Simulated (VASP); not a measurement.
Input:

```xyz
4
Lattice="4.4694 0.0000 0.0000 0.0000 4.4694 0.0000 0.0000 0.0000 6.3819" Properties=species:S:1:pos:R:3 pbc="T T T"
In     2.2347     2.2347     3.1909
Ag     0.0000     4.4694     0.0000
Te     4.4694     2.2347     1.5144
Te     2.2347     4.4694     4.8674
```

All values below come from LDA (Ceperley-Alder, Perdew-Zunger) with spin-orbit coupling, VASP's LDA PAW potentials (set 64) (plane waves; VASP). Settings: 400 eV cut-off, 6×6×5 Γ-centred mesh, Gaussian smearing of 0.050 eV, potentials In_d Ag Te.

**Question.** Give the energies of bands 29 to 42 at the high-symmetry points, in eV from the Fermi level.

**Answer.** 
```tsv
band	Γ	X	M	Z	R	A
29	-2.73	-3.38	-3.41	-2.33	-2.04	-3.14
30	-2.73	-3.38	-3.41	-2.33	-2.04	-3.14
31	-0.64	-2.40	-2.62	-2.23	-1.59	-3.04
32	-0.64	-2.40	-2.62	-2.23	-1.59	-3.04
33	-0.31	-1.89	-2.60	-1.09	-0.94	-3.01
34	-0.31	-1.89	-2.60	-1.09	-0.94	-3.01
35	0.01	-0.70	-1.87	-1.05	-0.54	-2.49
36	0.01	-0.70	-1.87	-1.05	-0.54	-2.49
37	0.07	1.28	1.02	1.37	-0.01	2.22
38	0.07	1.28	1.02	1.37	-0.01	2.22
39	1.44	3.60	1.57	1.52	1.95	3.45
40	1.44	3.60	1.57	1.52	1.95	3.45
41	2.37	3.78	1.63	3.21	3.60	3.54
42	2.37	3.78	1.63	3.21	3.60	3.54
```

It has no gap at this level: it comes out as a metal or semimetal.

The structure comes from a computed database's InAgTe2 entry (P-4m2); how it stands against other phases isn't given here. It was relaxed first, which changed the volume by -6 %.
